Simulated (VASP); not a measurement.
```
CELL_PARAMETERS angstrom
      0.00000     2.83500     2.83500
      2.83500     0.00000     2.83500
      2.83500     2.83500     0.00000
ATOMIC_POSITIONS crystal
  Zn 0.00000 0.00000 0.00000
  Se 0.25000 0.25000 0.25000
```

The base run (VASP): PBE GGA, plane waves, VASP's PBE PAW potentials (set 64). Run with 400 eV cut-off, 7×7×7 Γ-centred mesh, Gaussian smearing of 0.050 eV, potentials Zn Se.

One setting is varied; ΔE counts from the base run. The base run took about 8 core-seconds. Costs are core time on shared hosts, one run each; read them as rough ratios.

Pressures at a finite cut-off, here 400 eV, hold a Pulay part, which wasn't tested here.

| setting | cost over the base run | electronic steps | ΔE (meV/atom) | pressure (GPa) |
|---|---|---|---|---|
| KPOINTS 3×3×3 Monkhorst-Pack mesh | about 1/2 | 13 | 139.8 | 3.35 |
| KPOINTS 4×4×4 Monkhorst-Pack mesh | within a factor of 2 | 13 | -0.8 | 2.04 |
| base run | reference | 13 | 0.0 | 2.04 |
| KPOINTS 6×6×6 Monkhorst-Pack mesh | within a factor of 2 | 13 | -1.0 | 2.03 |
| KPOINTS 8×8×8 Monkhorst-Pack mesh | ? | 13 | -1.0 | 2.03 |

Task: What belongs in the gaps?

Result: 
- KPOINTS 8×8×8 Monkhorst-Pack mesh, cost over the base run: about 2 times

Left out are runs that failed, have no time on record or changed the cell.

The compound is ZnSe in the zinc blende structure. The cell was not relaxed at this level.
